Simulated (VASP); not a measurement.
Method: r2SCAN meta-GGA, VASP's PBE PAW potentials (set 64) (plane waves; VASP 6.6.1).

The input files of a VASP run:

File POSCAR:
```
VSi
1
   -0.0000000000     2.7500670375     2.7500670375
    2.7500670375    -0.0000000000     2.7500670375
    2.7500670375     2.7500670375     0.0000000000
V Si
1 1
Direct
  0.0000000000   0.0000000000   0.0000000000
  0.2500000000   0.2500000000   0.2500000000
```

**KPOINTS**
```
K-points
0
gamma
  13 13 13
```

KPOINTS_OPT:
```
k-points along high-symmetry lines
10
Line-mode
Reciprocal
  0.000000   0.000000   0.000000 ! GAMMA
 -0.500000  -0.500000   0.000000 ! X

 -0.500000  -0.500000   0.000000 ! X
 -0.375000  -0.375000   0.250000 ! U

 -0.375000   0.000000   0.375000 ! K
  0.000000   0.000000   0.000000 ! GAMMA

  0.000000   0.000000   0.000000 ! GAMMA
 -0.000000   0.000000   0.500000 ! L

 -0.000000   0.000000   0.500000 ! L
 -0.500000  -0.250000   0.250000 ! W

 -0.500000  -0.250000   0.250000 ! W
 -0.500000  -0.500000   0.000000 ! X
```

INCAR:
```
# general
SYSTEM   =  VSi
PREC     =  Accurate
ENCUT    =  400
LREAL    =  F
LASPH    =  T

# electronic loop
EDIFF    =  1E-7
NELM     =  100
ALGO     =  Normal
LMAXMIX  =  4
LMIXTAU  =  T

# smearing
ISMEAR   =  -5

# functional
METAGGA  =  R2SCAN

# ions
ISIF     =  2

# output
LWAVE    =  F
LCHARG   =  F
LORBIT   =  11
NEDOS    =  601
```

POTCAR, in this order: V_sv Si (PBE.64 set). Program: vasp_std.

Estimate the energy per atom (σ→0), band gap (over mesh and band path).

```
Item                                                                  Result
----------------------------------  ----------------------------------------
energy per atom (σ→0)                                        -10.435 eV/atom
band gap (over mesh and band path)  none (metal, semimetal or under 0.01 eV)
```

OSZICAR:
```
...
DAV:  20    -0.208703338857E+02   -0.17758E-05   -0.50705E-07  2320   0.729E-03    0.149E-03
DAV:  21    -0.208703332615E+02    0.62426E-06   -0.69247E-07  2140   0.802E-03    0.556E-04
DAV:  22    -0.208703337291E+02   -0.46768E-06   -0.31805E-08  1036   0.213E-03    0.263E-04
DAV:  23    -0.208703333819E+02    0.34729E-06   -0.86128E-09  1044   0.899E-04    0.768E-05
DAV:  24    -0.208703335715E+02   -0.18966E-06   -0.24871E-09  1028   0.505E-04    0.564E-05
DAV:  25    -0.208703335049E+02    0.66631E-07   -0.78432E-10  1044   0.228E-04
   1 F= -.20870334E+02 E0= -.20870334E+02  d E =0.000000E+00
       N       E                     dE             ncg
```

The structure was generated: VSi was put into the zinc blende type (F-43m), which need not be its known phase. It was relaxed first, which changed the volume by -27 %. The run is not spin-polarised, so no magnetic state was tried. The electron count is odd and the run is not spin-polarised, which forces a metal.
